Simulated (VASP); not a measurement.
# Ga24CN23 (a cell with a defect) in VASP: notebook

The runs below take Ga24CN23 (a cell with a defect) through relaxation of the atoms, single point, with PBE, HSE06.

Everything below comes from runs of VASP 6.6.1. Logs are shortened: lines on timing, memory, paths and dates and some standing lists are left out, and cuts for length are marked.

## 1. The structure

The cell holds a defect, 48 atoms: a = 8.302 Å, b = 8.302 Å, c = 8.302 Å, α = 84.34°, β = 84.34°, γ = 84.34°.

## 2. Relaxation of the atoms, PBE

Input file INCAR:

```
PREC = Normal
ENCUT = 450
EDIFF = 1E-6
ISMEAR = 0
SIGMA = 0.01
LREAL = Auto
LASPH = True
NELM = 80
ALGO = Normal
ISIF = 2
LWAVE = False
LCHARG = False
GGA = PE
IBRION = 2
NSW = 70
EDIFFG = -0.025
ICORELEVEL = 1
NELECT = 432.0
ISYM = 0
KPAR = 4
NCORE = 2
```

Input file KPOINTS:

```
Automatic mesh
0
Monkhorst-Pack
  2 2 2
```

Input file POSCAR:

```
Ga24CN23
1.0
   -3.2177240000     -5.5732640000      5.2440550000
    6.4354500000      0.0000000000      5.2440550000
   -3.2177260000      5.5732640000      5.2440550000
Ga C N
24 1 23
Direct
    0.8330620000      0.4997285000      0.6663955000
    0.6663953300      0.3330618300      0.9997288300
    0.9997286700      0.6663951700      0.3330621700
    0.6663953300      0.8330618300      0.4997288300
    0.9997286700      0.1663951700      0.8330621700
    0.1663953300      0.3330618300      0.4997288300
    0.4997286700      0.6663951700      0.8330621700
    0.8330620000      0.9997285000      0.1663955000
    0.3330620000      0.4997285000      0.1663955000
    0.3330620000      0.9997285000      0.6663955000
    0.1663953300      0.8330618300      0.9997288300
    0.4934854000      0.1685377700      0.3424061100
    0.6667455300      0.4984169700      0.3386279200
    0.4952754300      0.3407198300      0.6787558500
    0.8330620000      0.6663955000      0.9997285000
    0.4997286700      0.8330621700      0.1663951700
    0.8403867200      0.1665770700      0.5086386000
    0.9997286700      0.3330621700      0.1663951700
    0.3330620000      0.6663955000      0.4997285000
    0.6663953300      0.9997288300      0.8330618300
    0.1663953300      0.4997288300      0.8330618300
    0.1663953300      0.9997288300      0.3330618300
    0.9997286700      0.8330621700      0.6663951700
    0.3330620000      0.1663955000      0.9997285000
    0.6304233200      0.2950947600      0.4596879500
    0.4586046700      0.1252711700      0.7919381700
    0.7919380000      0.4586045000      0.1252715000
    0.4586046700      0.6252711700      0.2919381700
    0.7919380000      0.9586045000      0.6252715000
    0.9586046700      0.1252711700      0.2919381700
    0.2919380000      0.4586045000      0.6252715000
    0.6252713300      0.7919378300      0.9586048300
    0.1252713300      0.2919378300      0.9586048300
    0.1252713300      0.7919378300      0.4586048300
    0.9586046700      0.6252711700      0.7919381700
    0.2919380000      0.9586045000      0.1252715000
    0.7919380000      0.6252715000      0.4586045000
    0.6252713300      0.4586048300      0.7919378300
    0.9586046700      0.7919381700      0.1252711700
    0.6252713300      0.9586048300      0.2919378300
    0.9586046700      0.2919381700      0.6252711700
    0.1252713300      0.4586048300      0.2919378300
    0.4586046700      0.7919381700      0.6252711700
    0.7919380000      0.1252715000      0.9586045000
    0.2919380000      0.6252715000      0.9586045000
    0.2919380000      0.1252715000      0.4586045000
    0.1252713300      0.9586048300      0.7919378300
    0.4586046700      0.2919381700      0.1252711700
```

Potentials or basis: VASP PAW PBE potentials, release 64 (Ga_d, C, N).

Launch:

```bash
$ cat potpaw_PBE.64/Ga_d/POTCAR potpaw_PBE.64/C/POTCAR potpaw_PBE.64/N/POTCAR > POTCAR
$ mpirun -np 8 vasp_std > vasp.out
```

OUTCAR:

```text
PREC = Normal
   ENCUT = 450
   EDIFF = 1E-6
   ISMEAR = 0
   LREAL = Auto
   LASPH = True
   NELM = 80
   ISIF = 2
   GGA = PE
   IBRION = 2
   NSW = 70
   EDIFFG = -0.025
   NELECT = 432.0
   ISYM = 0

 ion  position               nearest neighbor table
   1  0.833  0.500  0.666-  41 1.97  38 1.97  37 1.97  35 1.98
   2  0.666  0.333  1.000-  44 1.97  48 1.97  38 1.97  27 1.98
   3  1.000  0.666  0.333-  42 1.97  37 1.97  39 1.97  34 1.98
   4  0.666  0.833  0.500-  37 1.97  43 1.97  40 1.97  29 1.98
   5  1.000  0.166  0.833-  47 1.97  44 1.97  41 1.97  33 1.98
   6  0.166  0.333  0.500-  46 1.97  41 1.97  42 1.97  31 1.98
[... 40 lines left out ...]
  47  0.125  0.959  0.792-   5 1.97  10 1.97  11 1.97  23 1.98
  48  0.459  0.292  0.125-   9 1.97   2 1.97  24 1.98  12 2.02

IMPORTANT INFORMATION: All symmetrisations will be switched off!
NOSYMM: (Re-)initialisation of all symmetry stuff for point group C_1.

----------------------------------------------------------------------------------------

                                     Primitive cell

  volume of cell :     564.2571

  direct lattice vectors                    reciprocal lattice vectors
    -3.217724000 -5.573264000  5.244055000    -0.051796430 -0.089714044  0.063564042
     6.435450000  0.000000000  5.244055000     0.103592859  0.000000019  0.063564042
    -3.217726000  5.573264000  5.244055000    -0.051796430  0.089714025  0.063564042

  length of vectors
     8.301513850  8.301513690  8.301514625     0.121539571  0.121539574  0.121539557

  position of ions in fractional coordinates (direct lattice)
     0.833062000  0.499728500  0.666395500
     0.666395330  0.333061830  0.999728830
     0.999728670  0.666395170  0.333062170
     0.666395330  0.833061830  0.499728830
     0.999728670  0.166395170  0.833062170
     0.166395330  0.333061830  0.499728830
[... 40 lines left out ...]
     0.125271330  0.958604830  0.791937830
     0.458604670  0.291938170  0.125271170

  ion indices of the primitive-cell ions
   primitive index   ion index
                 1           1
                 2           2
                 3           3
                 4           4
                 5           5
                 6           6
[... 40 lines left out ...]
                47          47
                48          48

----------------------------------------------------------------------------------------

 KPOINTS: Automatic mesh

Automatic generation of k-mesh.
 Grid dimensions read from file:
 generate k-points for:    2    2    2

 Generating k-lattice:

  Cartesian coordinates                     Fractional coordinates (reciprocal lattice)
    -0.025898215 -0.044857022  0.031782021     0.500000000  0.000000000  0.000000000
     0.051796430  0.000000009  0.031782021     0.000000000  0.500000000  0.000000000
    -0.025898215  0.044857013  0.031782021     0.000000000  0.000000000  0.500000000

  Length of vectors
     0.060769785  0.060769787  0.060769779

  Shift w.r.t. Gamma in fractional coordinates (k-lattice)
     0.500000000  0.500000000  0.500000000

 Subroutine IBZKPT returns following result:
 ===========================================

 Found      4 irreducible k-points:

 Following reciprocal coordinates:
            Coordinates               Weight
  0.250000  0.250000  0.250000      2.000000
 -0.250000  0.250000  0.250000      2.000000
  0.250000 -0.250000  0.250000      2.000000
  0.250000  0.250000 -0.250000      2.000000
   k-points           NKPTS =      4   k-points in BZ     NKDIM =      4   number of bands    NBANDS=    259
   number of dos      NEDOS =    301   number of ions     NIONS =     48
   total plane-waves  NPLWV = 110592
   dimension x,y,z NGX =    48 NGY =   48 NGZ =   48
   dimension x,y,z NGXF=    96 NGYF=   96 NGZF=   96
   ions per type =              24   1  23
   NGX,Y,Z   is equivalent  to a cutoff of   9.61,  9.61,  9.61 a.u.
   NGXF,Y,Z  is equivalent  to a cutoff of  19.22, 19.22, 19.22 a.u.
 SYSTEM =  unknown system
   PREC   = normal    normal or accurate (medium, high low for compatibility)
   ISTART =      0    job   : 0-new  1-cont  2-samecut
   ICHARG =      2    charge: 1-file 2-atom 10-const
   ISPIN  =      1    spin polarized calculation?
   LNONCOLLINEAR =      F non collinear calculations
   LSORBIT =      F    spin-orbit coupling
   LASPH  =      T    aspherical Exc in radial PAW
   ENCUT  =  450.0 eV  33.07 Ry    5.75 a.u.  14.36 14.36 14.36*2*pi/ulx,y,z
   NELM   =     80;   NELMIN=  2; NELMDL= -5     # of ELM steps
   EDIFF  = 0.1E-05   stopping-criterion for ELM
   LREAL  =      T    real-space projection
   EDIFFG = -.3E-01   stopping-criterion for IOM
   NSW    =     70    number of steps for IOM
   IBRION =      2    ionic relax: 0-MD 1-quasi-New 2-CG
   NFREE  =      1    steps in history (QN), initial steepest desc. (CG)
   ISIF   =      2    stress and relaxation
   ISYM   =      0    0-nonsym 1-usesym 2-fastsym
   POTIM  = 0.5000    time-step for ionic-motion
   TEBEG  =    0.0;   TEEND  =   0.0 temperature during run
   PSTRESS=    0.0 pullay stress
   NELECT =     432.0000    total number of electrons
   NUPDOWN=      -1.0000    fix difference up-down
   EMIN   =  10.00;   EMAX   =-10.00  energy-range for DOS
   EFERMI =   0.00;   METHOD = LEGACY
   ISMEAR =     0;   SIGMA  =   0.01  broadening in eV -4-tet -1-fermi 0-gaus
   EFERMI_NEDOS =   21; number of points for ismear=-14 and -15
   IALGO  =     38    algorithm
   IMIX   =      4    mixing-type and parameters
     AMIX     =   0.40;   BMIX     =  1.00
     AMIX_MAG =   1.60;   BMIX_MAG =  1.00
  volume/ion in A,a.u.               =      11.76        79.33
  Fermi-wavevector in a.u.,A,eV,Ry     =   1.497650  2.830149 30.517273  2.242956
  Thomas-Fermi vector in A             =   2.609511
   LORBIT       =      0    0 simple, 1 ext, 2 COOP (PROOUT), +10 PAW based schemes
   GGA     = PE    functional components
   LHFCALC =     F    Hartree Fock is set to
   AEXX    =    0.0000 exact exchange contribution
   IVDW    =     0    specifies the selected vdW correction
   LEPSILON=     F    determine dielectric tensor
   LRPA    =     F    only Hartree local field effects (RPA)
 conjugate gradient relaxation of ions
 non-spin polarized calculation
 Gauss-broadening in eV      SIGMA  =   0.01
  energy-cutoff  :      450.00
  volume of cell :      564.26
 maximum number of plane-waves:     12242
   NGX = 29   NGY = 29   NGZ = 29

--------------------------------------- Ionic step        1  -------------------------------------------

 number of electron     432.0000769 magnetization

 Free energy of the ion-electron system (eV)
  ---------------------------------------------------
  ext. energy  EPLUGINS =         0.00000000
  ---------------------------------------------------
  free energy    TOTEN  =      -283.63093567 eV

  energy without entropy =     -283.63093567  energy(sigma->0) =     -283.63093567

------------------------ aborting loop because EDIFF is reached ----------------------------------------

  FORCE on cell =-STRESS in cart. coord.  units (eV):
  Direction    XX          YY          ZZ          XY          YZ          ZX
  --------------------------------------------------------------------------------------
  -------------------------------------------------------------------------------------
  Total       11.2959815     10.1990995     13.6413650     -0.6213271     -1.2855255      0.4465129
  in kB       32.0743250     28.9597884     38.7339139     -1.7642244     -3.6501796      1.2678490
  external PRESSURE =      33.2560091 kB  Pullay stress =       0.0000000 kB
[... 227 lines left out ...]
  FREE ENERGIE OF THE ION-ELECTRON SYSTEM (eV)
  ---------------------------------------------------
  free  energy   TOTEN  =      -284.1934459627 eV

  energy  without entropy=     -284.1934459627  energy(sigma->0) =     -284.19344596

[... ionic steps 4 to 7 ...]

--------------------------------------- Ionic step        8  -------------------------------------------

 number of electron     432.0000667 magnetization

------------------------ aborting loop because EDIFF is reached ----------------------------------------
[... 159 lines left out ...]
--------------------------------------- Ionic step       10  -------------------------------------------

 number of electron     432.0000668 magnetization

 Free energy of the ion-electron system (eV)
  ---------------------------------------------------
  ext. energy  EPLUGINS =         0.00000000
  ---------------------------------------------------
  free energy    TOTEN  =      -284.23877419 eV

  energy without entropy =     -284.23877419  energy(sigma->0) =     -284.23877419

 the core state eigenenergies are
   1-  1s -10217.3657  2s  -1250.7629  2p  -1087.2200  3s   -137.0715  3p    -87.8175

   2-  1s -10217.3423  2s  -1250.7468  2p  -1087.2030  3s   -137.0607  3p    -87.8070

   3-  1s -10217.3812  2s  -1250.7870  2p  -1087.2430  3s   -137.1022  3p    -87.8487
[... 65 lines left out ...]
  47-  1s   -370.3413
  48-  1s   -370.1962

 E-fermi :   5.2083     XC(G=0): -11.5451

 val. band max:        5.1628281121   @ k =   0.2500   0.2500   0.2500
 cond. band min:       8.0564872691   @ k =   0.2500   0.2500   0.2500
 fundamental gap:      2.8936591570
 Fermi energy:         5.2082661251

 k-point     1 :       0.2500    0.2500    0.2500
  band No.  band energies     occupation
      1     -10.5684      2.00000
      2     -10.1772      2.00000
      3     -10.1679      2.00000
      4     -10.1355      2.00000
      5     -10.0096      2.00000
      6      -9.9777      2.00000
[... 220 lines left out ...]
    227      10.0607      0.00000
    228      10.1593      0.00000

 k-point     2 :      -0.2500    0.2500    0.2500
  band No.  band energies     occupation
      1     -10.5340      2.00000
      2     -10.2116      2.00000
      3     -10.1799      2.00000
      4     -10.1522      2.00000
      5     -10.0249      2.00000
      6      -9.9941      2.00000
[... 220 lines left out ...]
    227      10.1916      0.00000
    228      10.2100      0.00000

 k-point     3 :       0.2500   -0.2500    0.2500
  band No.  band energies     occupation
      1     -10.5341      2.00000
      2     -10.2115      2.00000
      3     -10.1794      2.00000
      4     -10.1528      2.00000
      5     -10.0253      2.00000
      6      -9.9937      2.00000
[... 220 lines left out ...]
    227      10.1912      0.00000
    228      10.2112      0.00000

 k-point     4 :       0.2500    0.2500   -0.2500
  band No.  band energies     occupation
      1     -10.5341      2.00000
      2     -10.2113      2.00000
      3     -10.1800      2.00000
      4     -10.1523      2.00000
      5     -10.0252      2.00000
      6      -9.9938      2.00000
[... 220 lines left out ...]
    227      10.1934      0.00000
    228      10.2103      0.00000
 [bands above 228 left out]

------------------------ aborting loop because EDIFF is reached ----------------------------------------

  FORCE on cell =-STRESS in cart. coord.  units (eV):
  Direction    XX          YY          ZZ          XY          YZ          ZX
  --------------------------------------------------------------------------------------
  -------------------------------------------------------------------------------------
  Total       11.0811334     11.0960241     11.4933952      0.0127707     -0.0077708      0.0001597
  in kB       31.4642755     31.5065570     32.6348706      0.0362617     -0.0220648      0.0004534
  external PRESSURE =      31.8685677 kB  Pullay stress =       0.0000000 kB
[... 63 lines left out ...]
  FREE ENERGIE OF THE ION-ELECTRON SYSTEM (eV)
  ---------------------------------------------------
  free  energy   TOTEN  =      -284.2387741932 eV

  energy  without entropy=     -284.2387741932  energy(sigma->0) =     -284.23877419

 reached required accuracy - stopping structural energy minimisation
```

Wall time 6.4 min (8 MPI ranks of Intel Xeon 6975P-C (Granite Rapids), shared host); peak memory 0.37 GiB.

What came out:

- Free energy: -284.2388 eV
- Energy gained by relaxing: 12.7 meV/atom
- Ionic steps: 10
- Largest force after relaxing: 0.025 eV/Å

Forces in eV/Å, atoms in the order of the input:
```
Ga  -0.005 -0.004 -0.007
Ga   0.016 -0.010 -0.005
Ga  -0.017  0.013  0.013
Ga  -0.004 -0.003 -0.001
Ga   0.017  0.013 -0.008
Ga  -0.003  0.004 -0.007
Ga  -0.011 -0.015 -0.006
Ga  -0.001 -0.001 -0.003
Ga  -0.010  0.021  0.001
Ga  -0.008 -0.011 -0.005
Ga   0.005  0.006  0.010
Ga   0.003 -0.018 -0.009
Ga   0.000 -0.006 -0.005
Ga   0.005 -0.010 -0.002
Ga   0.011 -0.005 -0.003
Ga  -0.002 -0.014 -0.004
Ga   0.009 -0.014  0.005
Ga   0.003  0.005  0.009
Ga  -0.004  0.007  0.003
Ga  -0.003  0.005  0.004
Ga  -0.007  0.004 -0.002
Ga  -0.015  0.010 -0.004
Ga   0.007  0.001 -0.006
Ga   0.019 -0.008 -0.014
C    0.003 -0.009  0.000
N    0.010 -0.007 -0.010
N    0.005  0.008  0.012
N   -0.002  0.008  0.002
N   -0.009 -0.001  0.013
N    0.000  0.009  0.005
N   -0.011  0.011  0.010
N    0.009 -0.006 -0.006
N    0.008  0.003 -0.005
N   -0.013  0.009  0.015
N    0.000 -0.011  0.009
N    0.007 -0.003 -0.001
N   -0.008  0.007  0.013
N    0.010 -0.011 -0.008
N   -0.012 -0.013  0.003
N    0.003  0.003  0.000
N   -0.001  0.004  0.004
N   -0.008  0.011  0.001
N   -0.007  0.006  0.000
N    0.004 -0.003 -0.002
N    0.008  0.002 -0.001
N   -0.005  0.017  0.003
N   -0.004  0.005  0.004
N    0.009 -0.007 -0.015
```

The path:
| step | energy change (eV) | largest force (eV/Å) | pressure (GPa) |
| --- | --- | --- | --- |
| 1 | 0.0000 | 2.9824 | 3.33 |
| 2 | -0.4411 | 1.0943 | 3.32 |
| 3 | -0.5625 | 0.4584 | 3.20 |
| 4 | -0.5921 | 0.3372 | 3.19 |
| 5 | -0.5921 | 0.3309 | 3.19 |
| 6 | -0.6018 | 0.1210 | 3.19 |
| 7 | -0.6036 | 0.1166 | 3.19 |
| 8 | -0.6066 | 0.0485 | 3.19 |
| 9 | -0.6067 | 0.0553 | 3.19 |
| 10 | -0.6078 | 0.0248 | 3.19 |

Final structure:
```xyz
48
Lattice="-3.2177 -5.5733 5.2441 6.4355 0.0000 5.2441 -3.2177 5.5733 5.2441" Properties=species:S:1:pos:R:3 pbc="T T T"
Ga   -1.6096   -0.9235   10.4705
Ga    0.0003   -3.6972    5.2565
Ga    0.0003   -3.7143   10.4873
Ga    1.6170   -0.9352   10.4987
Ga   -1.6120    4.6474    5.2473
Ga   -0.0118    1.8578    5.2554
Ga    0.0026    1.8622   10.4913
Ga   -3.2160   -3.7020    5.2459
Ga    1.6000   -0.9308    5.2460
Ga   -3.2102    1.8564    5.2473
Ga    4.8255   -0.9251    5.2418
Ga   -1.6114   -0.9213    5.2828
Ga   -0.0234   -1.8389    7.8661
Ga   -1.6118    0.9120    7.8686
Ga   -1.6041    0.9302   13.1043
Ga    3.2212   -1.8557    7.8625
Ga   -3.1981   -1.8413    7.8662
Ga   -1.6140   -4.6283    7.8631
Ga    1.5999    0.9216    7.8629
Ga   -4.8145    0.9280    7.8640
Ga   -0.0001    3.7264    7.8602
Ga    4.8225    0.9302    7.8613
Ga    3.2087    3.7145    7.8599
Ga   -0.0043   -1.8471    2.6207
C    -1.6118   -0.9211    7.2312
N    -3.2264    1.8869    7.2176
N     0.0124   -3.7277    7.2296
N     1.6310   -0.9328    7.2156
N     1.5849   -0.9302   12.4722
N    -3.2352   -3.7286    7.2152
N     0.0078    1.8821    7.2291
N     0.0088    1.8587   12.4653
N    -1.6131    4.6568    7.2215
N     3.2103    1.8540    7.2176
N    -1.6102   -0.9236   12.4599
N     4.8243   -0.9242    7.2107
N     0.0141   -1.8632    9.8649
N    -1.6102    0.9534    9.8686
N     1.6122   -4.6429    9.8385
N     3.2122   -1.8590    9.8176
N    -3.2338   -1.8626    9.8665
N     1.6047    0.9316    4.5988
N     1.6109    0.9275    9.8432
N    -4.8244    0.9350    9.8439
N     0.0008    3.7218    9.8392
N    -1.6109    0.9403    4.5726
N     3.2130    3.7180    9.8387
N     0.0036   -1.8536    4.5760
```

Levels at points of the mesh, in eV from the valence-band top:
| k point | band 212 | band 213 | band 214 | band 215 | band 216 | band 217 | band 218 | band 219 | band 220 | band 221 |
| --- | --- | --- | --- | --- | --- | --- | --- | --- | --- | --- |
| (0.25, 0.25, 0.25) | -0.73 | -0.67 | -0.37 | -0.03 | 0.00 | 2.89 | 4.00 | 4.02 | 4.02 | 4.16 |

Core levels (eV, on the scale of the bands):
| atom | levels |
| --- | --- |
| 1 Ga | 1s -10217.4, 2s -1250.8, 2p -1087.2, 3s -137.1, 3p -87.8 |
| 2 Ga | 1s -10217.3, 2s -1250.7, 2p -1087.2, 3s -137.1, 3p -87.8 |
| 3 Ga | 1s -10217.4, 2s -1250.8, 2p -1087.2, 3s -137.1, 3p -87.8 |
| 4 Ga | 1s -10217.3, 2s -1250.7, 2p -1087.2, 3s -137.1, 3p -87.8 |
| 5 Ga | 1s -10217.4, 2s -1250.8, 2p -1087.2, 3s -137.1, 3p -87.9 |
| 6 Ga | 1s -10217.3, 2s -1250.7, 2p -1087.2, 3s -137.1, 3p -87.8 |

Caveat: the cell is charged against a uniform background, so pressure and absolute levels hang on convention; the cutoff is under 1.25 times the usual one of these potentials, so pressure, stress and relaxed cells hold a basis-set (Pulay) error.

(Continued in part 2 of 2.)
